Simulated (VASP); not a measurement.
```xyz
3
Lattice="0.0000 2.8562 2.8562 2.8562 0.0000 2.8562 2.8562 2.8562 0.0000" Properties=species:S:1:pos:R:3 pbc="T T T"
Li     1.4281     1.4281     1.4281
Li     4.2842     4.2842     4.2842
S      0.0000     2.8562     2.8562
```

These are PW91 GGA, VASP's PBE PAW potentials (set 64) (plane waves; VASP) values and carry that method's errors. Run with 520 eV cut-off, Gaussian smearing of 0.050 eV, potentials Li_sv S.

Problem. Give the energies of bands 4 to 9 at the high-symmetry points, in eV from the valence-band maximum.

Solution. 
```
band     Γ      X      U      L      W
----  ----  -----  -----  -----  -----
4     0.00  -2.14  -2.04  -2.85  -1.80
5     0.00  -1.40  -1.95  -0.50  -1.80
6     0.00  -1.40  -1.13  -0.50  -1.73
7     4.24   3.40   4.59   6.09   5.46
8     6.25   7.09   8.03   6.59   7.28
9     6.25  11.05   9.44   6.59   8.88
```

The gap is indirect, 3.40 eV, from the valence maximum at Γ to the conduction minimum at X.

The compound is Li2S in the antifluorite structure. It was relaxed first.
